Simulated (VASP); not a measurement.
Energy against volume of Mo (bcc). Method: PBE GGA with D3 dispersion (Becke-Johnson damping), VASP's PBE PAW potentials (set 64) (plane waves; VASP). Numerical set-up: 520 eV cut-off, 16×16×16 Γ-centred mesh, first-order Methfessel-Paxton smearing of 0.10 eV, potentials Mo_sv.

```json
[
 {"V (Å³/atom)": "14.933", "E (eV/atom)": "-11.64525"},
 {"V (Å³/atom)": "15.394", "E (eV/atom)": "-11.65639"},
 {"V (Å³/atom)": "15.856", "E (eV/atom)": "-11.64360"},
 {"V (Å³/atom)": "16.318", "E (eV/atom)": "-11.61036"}
]
```

**Question.** Fit these four points and predict the energy of the run at 14.471 Å³/atom.

**Answer.** A cubic in V^(−2/3), the third-order Birch-Murnaghan form, passes through the four points with V0 = 15.37 Å³/atom and B0 = 279 GPa, and gives -11.6059 eV/atom there. The run gave -11.6061 eV/atom, -0.2 meV/atom from the fit; all five points give B0 = 278 GPa.

The compound is Mo in the bcc structure. It was relaxed first.
